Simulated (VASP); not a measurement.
OSZICAR of a VASP run on TiO2 (anatase):

### OSZICAR
```
       N       E                     dE             d eps       ncg     rms          rms(c)
DAV:   1     0.754202568011E+03    0.75420E+03   -0.36263E+04  3436   0.122E+04
DAV:   2     0.100282270624E+03   -0.65392E+03   -0.64092E+03  3352   0.670E+02
DAV:   3    -0.283083635079E+02   -0.12859E+03   -0.11968E+03  4440   0.580E+02
DAV:   4    -0.589678410610E+02   -0.30659E+02   -0.29237E+02  3872   0.185E+02
DAV:   5    -0.685577696652E+02   -0.95899E+01   -0.95368E+01  4384   0.823E+01    0.329E+01
DAV:   6    -0.633698894881E+02    0.51879E+01   -0.37465E+02  2636   0.171E+02    0.245E+01
DAV:   7    -0.597864653847E+02    0.35834E+01   -0.27606E+01  3336   0.544E+01    0.164E+01
DAV:   8    -0.577897726939E+02    0.19967E+01   -0.36060E+01  3016   0.533E+01    0.321E+00
DAV:   9    -0.587561534100E+02   -0.96638E+00   -0.40079E+00  3112   0.176E+01    0.240E+00
DAV:  10    -0.587974689631E+02   -0.41316E-01   -0.26682E-01  2988   0.527E+00    0.139E+00
DAV:  11    -0.585954175133E+02    0.20205E+00   -0.36103E-01  3236   0.437E+00    0.120E+00
DAV:  12    -0.588349356458E+02   -0.23952E+00   -0.14654E-01  2712   0.368E+00    0.767E-01
DAV:  13    -0.588495364097E+02   -0.14601E-01   -0.30263E-02  3268   0.148E+00    0.599E-01
DAV:  14    -0.588496323064E+02   -0.95897E-04   -0.75073E-04  2768   0.232E-01    0.612E-01
DAV:  15    -0.588496569293E+02   -0.24623E-04   -0.41704E-05  3528   0.490E-02    0.605E-01
DAV:  16    -0.588485255247E+02    0.11314E-02   -0.38698E-02  2920   0.185E+00    0.596E-01
DAV:  17    -0.588507968726E+02   -0.22713E-02   -0.39603E-03  3196   0.453E-01    0.540E-01
DAV:  18    -0.588495853498E+02    0.12115E-02   -0.13369E-03  3756   0.306E-01    0.341E-01
DAV:  19    -0.588499143598E+02   -0.32901E-03   -0.22585E-04  2728   0.165E-01    0.354E-01
DAV:  20    -0.588497478920E+02    0.16647E-03   -0.29371E-04  3064   0.142E-01    0.295E-01
DAV:  21    -0.588497253214E+02    0.22571E-04   -0.30559E-05  2552   0.519E-02    0.292E-01
DAV:  22    -0.588498553965E+02   -0.13008E-03   -0.22762E-05  3132   0.355E-02    0.305E-01
DAV:  23    -0.588498475085E+02    0.78880E-05   -0.73820E-06  2508   0.314E-02    0.298E-01
DAV:  24    -0.588497997258E+02    0.47783E-04   -0.77465E-06  2816   0.214E-02    0.285E-01
DAV:  25    -0.588497755581E+02    0.24168E-04   -0.48013E-05  2968   0.514E-02    0.260E-01
DAV:  26    -0.588497344752E+02    0.41083E-04   -0.76241E-05  2604   0.749E-02    0.217E-01
DAV:  27    -0.588496770232E+02    0.57452E-04   -0.58428E-04  2860   0.180E-01    0.118E-01
DAV:  28    -0.588496722782E+02    0.47450E-05   -0.23213E-04  2960   0.115E-01    0.507E-02
DAV:  29    -0.588496763805E+02   -0.41023E-05   -0.41305E-05  3060   0.447E-02    0.270E-02
DAV:  30    -0.588496771258E+02   -0.74530E-06   -0.75489E-06  2516   0.246E-02
   1 F= -.58849677E+02 E0= -.58849677E+02  d E =-.588497E+02
       N       E                     dE             d eps       ncg     rms          rms(c)
DAV:   1    -0.588514308969E+02   -0.17545E-02   -0.44400E-01  2240   0.599E+00    0.419E-01
DAV:   2    -0.588505788814E+02    0.85202E-03   -0.19341E-02  2540   0.132E+00    0.250E-01
DAV:   3    -0.588491030928E+02    0.14758E-02   -0.61989E-03  2864   0.699E-01    0.653E-02
DAV:   4    -0.588501682836E+02   -0.10652E-02   -0.17267E-03  3000   0.407E-01    0.278E-02
DAV:   5    -0.588502463565E+02   -0.78073E-04   -0.28727E-04  3452   0.125E-01    0.296E-02
DAV:   6    -0.588502375622E+02    0.87943E-05   -0.18187E-05  3180   0.363E-02    0.242E-02
DAV:   7    -0.588501795858E+02    0.57976E-04   -0.95739E-05  2672   0.990E-02    0.128E-02
DAV:   8    -0.588502522831E+02   -0.72697E-04   -0.40862E-05  2668   0.674E-02    0.762E-03
DAV:   9    -0.588502524569E+02   -0.17379E-06   -0.25656E-06  2020   0.120E-02
   2 F= -.58850252E+02 E0= -.58850252E+02  d E =-.575331E-03
       N       E                     dE             d eps       ncg     rms          rms(c)
DAV:   1    -0.588504625470E+02   -0.21026E-03   -0.38833E-02  2240   0.177E+00    0.123E-01
DAV:   2    -0.588503882360E+02    0.74311E-04   -0.16769E-03  2528   0.388E-01    0.728E-02
DAV:   3    -0.588502697817E+02    0.11845E-03   -0.54498E-04  2916   0.209E-01    0.206E-02
DAV:   4    -0.588503609797E+02   -0.91198E-04   -0.13852E-04  2968   0.117E-01    0.813E-03
DAV:   5    -0.588503665911E+02   -0.56114E-05   -0.20604E-05  3104   0.316E-02    0.728E-03
DAV:   6    -0.588503658144E+02    0.77675E-06   -0.15352E-06  1580   0.123E-02
   3 F= -.58850366E+02 E0= -.58850366E+02  d E =-.688689E-03
```

### Question
Which electronic solver shows in the log?

### Answer
It is blocked Davidson (ALGO = Normal, or the opening steps of other solvers). The INCAR had ALGO = Normal.

### Question
Can the final energy be trusted as converged?

### Answer
The run converged. It stopped with EDIFF = 1E-6, NELM = 100, NSW = 60 and EDIFFG = -0.02 after 3 ionic steps (revTPSS meta-GGA, plane waves, VASP's PBE PAW potentials (set 64)).

The compound is TiO2 in the anatase structure, one of several forms; rutile is the usual stable one. This run relaxes it. Symmetry was kept, so distortions that lower it aren't found. The start is the result of an earlier pass.
